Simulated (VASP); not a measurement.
Data:

```
WC
1.0
    1.46534    -2.53805     0.00000
    1.46534     2.53805     0.00000
    0.00000     0.00000     2.85195
W C
1 1
Direct
  0.00000   0.00000   0.00000
  0.33333   0.66667   0.50000
```

These are PW91 GGA, VASP's PBE PAW potentials (set 64) (plane waves; VASP 6.6.1) values and carry that method's errors. Run with 520 eV cut-off, Gaussian smearing of 0.050 eV, potentials W_sv C.

**Question.** Give the energies of bands 6 to 12 at the high-symmetry points, in eV from the Fermi level.

**Answer.** 
```tsv
band	Γ	M	K	A	L	H
6	-4.15	-6.85	-6.38	-8.41	-6.26	-6.99
7	-3.23	-3.46	-4.39	-1.96	-4.19	-5.25
8	-3.23	-3.43	-3.31	-1.96	-4.05	-1.54
9	0.16	-0.43	0.67	-0.54	0.33	-0.59
10	3.15	2.31	0.97	-0.54	4.28	4.29
11	3.15	4.40	2.00	3.64	5.17	6.16
12	5.53	4.73	3.17	4.48	6.48	7.38
```

It has no gap at this level: it comes out as a metal or semimetal.

The compound is WC in the wc structure. It was relaxed first.
